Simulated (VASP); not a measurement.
SnTe:

```xyz
2
Lattice="0.0000 3.1509 3.1509 3.1509 0.0000 3.1509 3.1509 3.1509 0.0000" Properties=species:S:1:pos:R:3 pbc="T T T"
Sn    0.0000    0.0000    0.0000
Te    3.1509    3.1509    3.1509
```

```yaml
Program: VASP 6.6.1
Task: relaxation of cell and atoms
Functional: PBE
Potentials_or_basis: VASP PAW PBE potentials, release 64 (Sn_d, Te)
Cutoff: 600 eV
k_mesh: 10 × 10 × 10
Occupations: gaussian, width 0.03 eV
Spin: no spin polarisation
```

At the start: pressure 2.2 GPa; volume 31.28 Å³/atom.

Where does the relaxation end?

Over 3 steps the energy falls by 11.1 meV/atom and the volume is 32.93 Å³/atom (+5.3 %); space group Fm-3m (No. 225, to 0.05 Å).

The path:
| step | energy change (eV) | largest force (eV/Å) | pressure (GPa) | volume (Å³) |
| --- | --- | --- | --- | --- |
| 1 | 0.0000 | 0.0000 | 2.24 | 62.56 |
| 2 | -0.0211 | 0.0000 | -0.43 | 66.60 |
| 3 | -0.0222 | 0.0000 | -0.01 | 65.85 |

Final structure:
```xyz
2
Lattice="0.0000 3.2052 3.2052 3.2052 0.0000 3.2052 3.2052 3.2052 0.0000" Properties=species:S:1:pos:R:3 pbc="T T T"
Sn    0.0000    0.0000    0.0000
Te    3.2052    3.2052    3.2052
```
